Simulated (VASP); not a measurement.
```
CELL_PARAMETERS angstrom
      0.00000     1.80657     1.80657
      1.80657     0.00000     1.80657
      1.80657     1.80657     0.00000
ATOMIC_POSITIONS crystal
  B  0.00000 0.00000 0.00000
  N  0.25000 0.25000 0.25000
```

These are r2SCAN meta-GGA, VASP's PBE PAW potentials (set 64) (plane waves; VASP) values and carry that method's errors. Run with 600 eV cut-off, 12×12×12 Γ-centred mesh, Gaussian smearing of 0.050 eV, potentials B N.

Stress in GPa, positive for a compressed cell; the cube axes lie along x, y and z, and the ions stay on their sites.

| strain | σxx | σyy | σzz |
|---|---|---|---|
| none | 0.07 | 0.07 | 0.07 |
| εyy = -1.5 %, εzz = -1.5 % | 5.73 | 15.98 | 15.98 |
| εxx = +0.5 %, εyy = +0.5 %, εzz = +0.5 % | -5.64 | -5.64 | -5.64 |
| εzz = +1.5 % | -2.39 | -2.39 | -12.04 |
| εyy = +2.0 %, εzz = +2.0 % | -6.40 | -18.33 | -18.33 |

Fit C11 and C12 to these rows, and predict the stress for εyy = +4.0 %, εzz = +4.0 %.

Least squares on Δσ_i = −C11 ε_i − C12 (ε_j + ε_k) over all components shown gives C11 = 802 GPa and C12 = 170 GPa, and so σxx, σyy, σzz = -13.52, -38.80, -38.80 GPa. The run gave -11.78, -33.90, -33.90 GPa; the difference holds the non-linear terms and numerical noise.

Left out are shears, moved atoms, failed runs and, from the fit, strains over 2.5 %.

The compound is BN in the zinc blende structure.
